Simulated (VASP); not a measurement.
Output of a VASP run:

File OUTCAR:
```
 ion  position               nearest neighbor table
   1  0.985  0.015  0.037-   2 2.19   2 2.26   2 2.31   2 2.31   2 2.36   2 2.43
   2  0.500  0.500  0.500-   1 2.19   1 2.26   1 2.31   1 2.31   1 2.36   1 2.43
  LATTYP: Found a face centered cubic cell.
 ALAT       =     4.6104000000
 Subroutine PRICEL returns:
 Original cell was already a primitive cell.
 Subroutine GETGRP returns: Found  2 space group operations
The static configuration has the point symmetry C_1h.
The dynamic configuration has the point symmetry C_1h.
 Subroutine INISYM returns: Found  2 space group operations
 Subroutine IBZKPT returns following result:
 Found    282 irreducible k-points:

 Following reciprocal coordinates:
            Coordinates               Weight
  0.000000  0.000000  0.000000      1.000000
  0.100000  0.000000  0.000000      4.000000
  0.000000  0.000000  0.100000      4.000000
  0.200000  0.000000  0.000000      4.000000
  0.000000  0.000000  0.200000      4.000000
  0.300000  0.000000  0.000000      4.000000
  0.000000  0.000000  0.300000      4.000000
  0.400000  0.000000  0.000000      4.000000
  0.000000  0.000000  0.400000      4.000000
  0.500000  0.000000  0.000000      2.000000
  0.000000  0.000000  0.500000      2.000000
  0.100000  0.100000  0.000000      2.000000
  0.000000  0.100000  0.100000      2.000000
  0.100000  0.000000  0.100000      2.000000
  0.200000  0.100000  0.000000      4.000000
  0.000000  0.200000  0.100000      4.000000
  0.100000  0.000000  0.200000      4.000000
  0.100000  0.100000 -0.100000      4.000000
  0.000000  0.100000  0.200000      4.000000
 -0.100000  0.100000 -0.100000      4.000000
  0.300000  0.100000  0.000000      4.000000
  0.000000  0.300000  0.100000      4.000000
  0.100000  0.000000  0.300000      4.000000
  0.100000  0.100000 -0.200000      4.000000
  0.000000  0.100000  0.300000      4.000000
 -0.100000  0.200000 -0.100000      4.000000
  0.400000  0.100000  0.000000      4.000000
  0.000000  0.400000  0.100000      4.000000
  0.100000  0.000000  0.400000      4.000000
  0.100000  0.100000 -0.300000      4.000000
  0.000000  0.100000  0.400000      4.000000
 -0.100000  0.300000 -0.100000      4.000000
  0.500000  0.100000  0.000000      4.000000
  0.000000  0.500000  0.100000      4.000000
  0.100000  0.000000  0.500000      4.000000
  0.100000  0.100000 -0.400000      4.000000
  0.000000  0.100000  0.500000      4.000000
 -0.100000  0.400000 -0.100000      4.000000
 -0.400000  0.100000  0.000000      4.000000
  0.000000 -0.400000  0.100000      4.000000
   k-points           NKPTS =    282   k-points in BZ     NKDIM =    282   number of bands    NBANDS=     11
   number of dos      NEDOS =    301   number of ions     NIONS =      2
   total plane-waves  NPLWV =  13824
   dimension x,y,z NGX =    24 NGY =   24 NGZ =   24
   dimension x,y,z NGXF=    48 NGYF=   48 NGZF=   48
   ions per type =               1   1
   PREC   = accura    normal or accurate (medium, high low for compatibility)
   ISTART =      0    job   : 0-new  1-cont  2-samecut
   ICHARG =      2    charge: 1-file 2-atom 10-const
   ISPIN  =      1    spin polarized calculation?
   LNONCOLLINEAR =      F non collinear calculations
   LSORBIT =      F    spin-orbit coupling
   INIWAV =      1    electr: 0-lowe 1-rand  2-diag
   ENCUT  =  520.0 eV  38.22 Ry    6.18 a.u.   6.06  6.06  6.06*2*pi/ulx,y,z
   NELM   =    100;   NELMIN=  2; NELMDL= -5     # of ELM steps
   EDIFF  = 0.1E-06   stopping-criterion for ELM
   LREAL  =      F    real-space projection
   NLSPLINE    = F    spline interpolate recip. space projectors
   LMAXMIX     =    6 max onsite mixed and CHGCAR
   VOSKOWN=      0    Vosko Wilk Nusair interpolation
   EDIFFG = -.1E-02   stopping-criterion for IOM
   NSW    =     40    number of steps for IOM
   NBLOCK =      1;   KBLOCK =     40    inner block; outer block
   IBRION =      2    ionic relax: 0-MD 1-quasi-New 2-CG
...
```

### OSZICAR
```
...
DAV:   6    -0.217506640393E+02   -0.77382E-07   -0.18334E-08  3630   0.137E-03
   9 F= -.21750664E+02 E0= -.21750391E+02  d E =-.209478E-04
       N       E                     dE             d eps       ncg     rms          rms(c)
DAV:   1    -0.217506642242E+02   -0.26236E-06   -0.45135E-06  6423   0.216E-02    0.710E-03
DAV:   2    -0.217506641098E+02    0.11447E-06   -0.18163E-07  4336   0.424E-03    0.294E-03
DAV:   3    -0.217506640639E+02    0.45844E-07   -0.66994E-08  3504   0.279E-03
  10 F= -.21750664E+02 E0= -.21750391E+02  d E =-.209725E-04
       N       E                     dE             d eps       ncg     rms          rms(c)
DAV:   1    -0.217506706038E+02   -0.64940E-05   -0.47241E-04  6317   0.220E-01    0.197E-02
DAV:   2    -0.217506691060E+02    0.14978E-05   -0.70513E-06  8119   0.267E-02    0.880E-03
DAV:   3    -0.217506682041E+02    0.90193E-06   -0.71909E-07  8124   0.943E-03    0.323E-03
DAV:   4    -0.217506681471E+02    0.56959E-07   -0.11729E-07  4961   0.369E-03
  11 F= -.21750668E+02 E0= -.21750395E+02  d E =-.408319E-05
       N       E                     dE             d eps       ncg     rms          rms(c)
DAV:   1    -0.217506705239E+02   -0.23199E-05   -0.26623E-04  6323   0.165E-01    0.145E-02
DAV:   2    -0.217506696878E+02    0.83613E-06   -0.39894E-06  8166   0.201E-02    0.660E-03
DAV:   3    -0.217506691861E+02    0.50167E-06   -0.40733E-07  8012   0.708E-03    0.246E-03
DAV:   4    -0.217506691535E+02    0.32659E-07   -0.64675E-08  4155   0.278E-03
  12 F= -.21750669E+02 E0= -.21750396E+02  d E =-.508956E-05
       N       E                     dE             d eps       ncg     rms          rms(c)
DAV:   1    -0.217506691533E+02    0.32865E-07   -0.87047E-07  6438   0.940E-03    0.760E-04
DAV:   2    -0.217506691491E+02    0.41266E-08   -0.11912E-08  3438   0.116E-03
  13 F= -.21750669E+02 E0= -.21750396E+02  d E =-.508523E-05
       N       E                     dE             d eps       ncg     rms          rms(c)
DAV:   1    -0.217506691618E+02   -0.85693E-08   -0.32181E-06  6455   0.181E-02    0.158E-03
DAV:   2    -0.217506691488E+02    0.13019E-07   -0.44845E-08  4368   0.225E-03
  14 F= -.21750669E+02 E0= -.21750396E+02  d E =-.508491E-05
       N       E                     dE             d eps       ncg     rms          rms(c)
DAV:   1    -0.217506691408E+02    0.21064E-07   -0.12895E-05  6392   0.362E-02    0.320E-03
DAV:   2    -0.217506690909E+02    0.49886E-07   -0.19514E-07  6541   0.451E-03
  15 F= -.21750669E+02 E0= -.21750396E+02  d E =-.502697E-05
       N       E                     dE             d eps       ncg     rms          rms(c)
DAV:   1    -0.217506691302E+02    0.10574E-07   -0.48571E-06  6356   0.224E-02    0.205E-03
DAV:   2    -0.217506691221E+02    0.80827E-08   -0.65374E-08  4466   0.263E-03
  16 F= -.21750669E+02 E0= -.21750396E+02  d E =-.505820E-05
       N       E                     dE             d eps       ncg     rms          rms(c)
DAV:   1    -0.217506693659E+02   -0.23572E-06   -0.46402E-05  6279   0.701E-02    0.969E-03
DAV:   2    -0.217506693226E+02    0.43337E-07   -0.13145E-06  8268   0.118E-02    0.443E-03
DAV:   3    -0.217506692601E+02    0.62459E-07   -0.94855E-08  4140   0.332E-03
  17 F= -.21750669E+02 E0= -.21750396E+02  d E =-.138003E-06
```

File OUTCAR:
```
------------------------ aborting loop because EDIFF is reached ----------------------------------------
  FORCE on cell =-STRESS in cart. coord.  units (eV):
  Direction    XX          YY          ZZ          XY          YZ          ZX
  --------------------------------------------------------------------------------------
  Total        0.0008711      0.0004117      0.0003363      0.0001703      0.0000000      0.0000000
  in kB        0.0598708      0.0282930      0.0231137      0.0117080      0.0000000      0.0000000
  external PRESSURE =       0.0370925 kB  Pullay stress =       0.0000000 kB
  volume of cell :       23.31
      direct lattice vectors                 reciprocal lattice vectors
    -0.000014347  2.267305340  2.267340962    -0.220523029  0.220524703  0.220522634
     2.267305898 -0.000030995  2.267340962     0.220523029 -0.220524703  0.220522634
     2.267291550  2.267274345  0.000000000     0.220529059  0.220527494 -0.220522634
 POSITION                                       TOTAL-FORCE (eV/Angst)
 -----------------------------------------------------------------------------------
      0.05899      2.29190      2.26734         0.000180     -0.000076      0.000000
      2.32631      2.29186      2.26734        -0.000180      0.000076      0.000000
 -----------------------------------------------------------------------------------
    total drift:                                0.000018      0.000042      0.000000
  FREE ENERGIE OF THE ION-ELECTRON SYSTEM (eV)
  ---------------------------------------------------
  free  energy   TOTEN  =       -21.7506692601 eV

  energy  without entropy=      -21.7498495776  energy(sigma->0) =      -21.75039603

 reached required accuracy - stopping structural energy minimisation
```
(Selected blocks of OUTCAR.)

File POSCAR:
```
HfN
1
    0.0000000000     2.3052000000     2.3052000000
    2.3052000000     0.0000000000     2.3052000000
    2.3052000000     2.3052000000     0.0000000000
Hf N
1 1
Direct
 -0.0151830644   0.0151830644   0.0368731563
  0.5000000000   0.5000000000   0.5000000000
```

Problem. Write an INCAR and KPOINTS that could have produced this output.

Solution. Several could match; the one computed here: the input of the run itself, PBE GGA, plane waves, VASP's PBE PAW potentials (set 64).

File KPOINTS:
```
Automatic mesh
0
Gamma
10 10 10
0 0 0
```

### INCAR
```
LMAXMIX = 6
SIGMA = 0.1   # width (eV)
NSW = 40   # most ionic steps
GGA = PE   # PBE
LCHARG = .FALSE.
ALGO = Normal
NELM = 100
EDIFFG = -0.001
ISMEAR = 1
IBRION = 2   # conjugate gradients
ISIF = 3   # ions, shape and volume
SYSTEM = HfN
LASPH = .TRUE.   # aspherical one-centre terms
PREC = Accurate
LREAL = .FALSE.   # projection in real space or not
LWAVE = .FALSE.
EDIFF = 1E-7   # SCF stop (eV)
ENCUT = 520   # plane-wave cut-off (eV)
```

POTCAR, in this order: Hf_pv N (PBE.64 set). Program: vasp_std.

Energy and stress use the plane-wave basis of the starting cell.

The compound is HfN in the rock salt structure. In the starting cell atoms are displaced from their ideal sites. This run relaxes it. Symmetry was kept, so distortions that lower it aren't found. The electron count is odd and the run is not spin-polarised, which forces a metal.
